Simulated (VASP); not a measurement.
Computed with PBE GGA, VASP's PBE PAW potentials (set 64) (plane waves; VASP).

VASP ran on this input.

File POSCAR:
```
GaN
1
    1.5159411433    -2.6256870388     0.0000000000
    1.5159411433     2.6256870388    -0.0000000000
    0.0000000000     0.0000000000     4.9386603829
Ga N
2 2
Direct
  0.6666670000   0.3333330000   0.5002408380
  0.3333330000   0.6666670000   0.0002408380
  0.6666670000   0.3333330000   0.8767591620
  0.3333330000   0.6666670000   0.3767591620
```

### INCAR
```
SYSTEM = GaN
PREC = Accurate
ENCUT = 620
EDIFF = 1E-6
NELM = 100
ALGO = Normal
LREAL = .FALSE.
LASPH = .TRUE.
ISMEAR = 0
SIGMA = 0.05
GGA = PE
LMAXMIX = 4
LWAVE = .FALSE.
LCHARG = .FALSE.
IBRION = 2
ISIF = 3
NSW = 40
EDIFFG = -0.02
PSTRESS = 450
```

KPOINTS:
```
Automatic mesh
0
Gamma
8 8 5
0 0 0
```

POTCAR, in this order: Ga_d N (PBE.64 set). Program: vasp_std.

Output

### OSZICAR
```
       N       E                     dE             d eps       ncg     rms          rms(c)
DAV:   1     0.295689554890E+03    0.29569E+03   -0.20584E+04  1430   0.354E+03
DAV:   2     0.990185412401E+01   -0.28579E+03   -0.27627E+03  1434   0.574E+02
DAV:   3    -0.265453255981E+02   -0.36447E+02   -0.36189E+02  1524   0.168E+02
DAV:   4    -0.279643624493E+02   -0.14190E+01   -0.14152E+01  1772   0.355E+01
DAV:   5    -0.279889439615E+02   -0.24582E-01   -0.24572E-01  1550   0.422E+00    0.118E+01
DAV:   6    -0.232580332048E+02    0.47309E+01   -0.14940E+01  2394   0.671E+01    0.317E+00
DAV:   7    -0.234215627478E+02   -0.16353E+00   -0.27627E+00  1410   0.147E+01    0.296E+00
DAV:   8    -0.234206616620E+02    0.90109E-03   -0.38097E-01  1970   0.126E+01    0.912E-01
DAV:   9    -0.233914422973E+02    0.29219E-01   -0.13410E-01  2396   0.747E+00    0.290E-01
DAV:  10    -0.233924762035E+02   -0.10339E-02   -0.96812E-03  1482   0.103E+00    0.854E-02
DAV:  11    -0.233925134368E+02   -0.37233E-04   -0.81052E-04  2066   0.694E-01    0.143E-02
DAV:  12    -0.233925219161E+02   -0.84793E-05   -0.12800E-04  1968   0.196E-01    0.114E-02
DAV:  13    -0.233925229752E+02   -0.10592E-05   -0.12824E-05  1996   0.372E-02    0.550E-03
DAV:  14    -0.233925229326E+02    0.42652E-07   -0.32151E-06  1450   0.155E-02
   1 F= -.12350049E+02 E0= -.12350049E+02  d E =-.123500E+02
       N       E                     dE             d eps       ncg     rms          rms(c)
DAV:   1    -0.234141189215E+02   -0.21596E-01   -0.33198E-02  1908   0.324E+00    0.200E-01
DAV:   2    -0.234135168183E+02    0.60210E-03   -0.36342E-03  1950   0.127E+00    0.923E-02
DAV:   3    -0.234133159166E+02    0.20090E-03   -0.49874E-04  2474   0.524E-01    0.196E-02
DAV:   4    -0.234133003009E+02    0.15616E-04   -0.11573E-04  1414   0.112E-01    0.903E-03
DAV:   5    -0.234133001590E+02    0.14189E-06   -0.33367E-06  1564   0.179E-02
   2 F= -.12350047E+02 E0= -.12350047E+02  d E =0.207308E-05
       N       E                     dE             d eps       ncg     rms          rms(c)
DAV:   1    -0.234038484724E+02    0.94518E-02   -0.71801E-03  1908   0.150E+00    0.939E-02
DAV:   2    -0.234037158337E+02    0.13264E-03   -0.79775E-04  1950   0.593E-01    0.428E-02
DAV:   3    -0.234036743246E+02    0.41509E-04   -0.10913E-04  2474   0.242E-01    0.929E-03
DAV:   4    -0.234036714862E+02    0.28384E-05   -0.24994E-05  1412   0.518E-02    0.396E-03
DAV:   5    -0.234036714750E+02    0.11251E-07   -0.70022E-07   826   0.879E-03
   3 F= -.12350101E+02 E0= -.12350101E+02  d E =-.518914E-04
```

**OUTCAR**
```
------------------------ aborting loop because EDIFF is reached ----------------------------------------
  FORCE on cell =-STRESS in cart. coord.  units (eV):
  Direction    XX          YY          ZZ          XY          YZ          ZX
  --------------------------------------------------------------------------------------
  Total       11.0071182     11.0071178     11.0877544      0.0000000      0.0000000      0.0000000
  in kB      448.1088769    448.1088602    451.3916461      0.0000000      0.0000000      0.0000000
  external PRESSURE =      -0.7968723 kB  Pullay stress =     450.0000000 kB
  volume of cell :       39.36
      direct lattice vectors                 reciprocal lattice vectors
     1.516328062 -2.626357196 -0.000000000     0.329743947 -0.190377760  0.000000000
     1.516328062  2.626357196  0.000000000     0.329743947  0.190377760  0.000000000
     0.000000000  0.000000000  4.941100694     0.000000000 -0.000000000  0.202384056
  FREE ENERGIE OF THE ION-ELECTRON SYSTEM (eV)
  ---------------------------------------------------
  free  energy   TOTEN  =       -23.4036714750 eV

  energy  without entropy=      -23.4036714750  energy(sigma->0) =      -23.40367147
  enthalpy is  TOTEN    =       -12.3501007189 eV   P V=       11.0535707561

 reached required accuracy - stopping structural energy minimisation
```
(Selected blocks of OUTCAR.)

**CONTCAR**
```
GaN
   1.00000000000000
     1.5163280622631314   -2.6263571959973535   -0.0000000000000000
     1.5163280622631314    2.6263571959973535    0.0000000000000000
     0.0000000000000000    0.0000000000000000    4.9411006942317703
  Ga              N
     2     2
Direct
     0.6666669999999968    0.3333330000000032    0.5003637385205244
     0.3333330000000032    0.6666669999999968    0.0003637385205244
     0.6666669999999968    0.3333330000000032    0.8766362614794780
     0.3333330000000032    0.6666669999999968    0.3766362614794780
```

The compound is GaN in the wurtzite structure. This run relaxes it under an external pressure of 45 GPa. Symmetry was kept, so distortions that lower it aren't found.
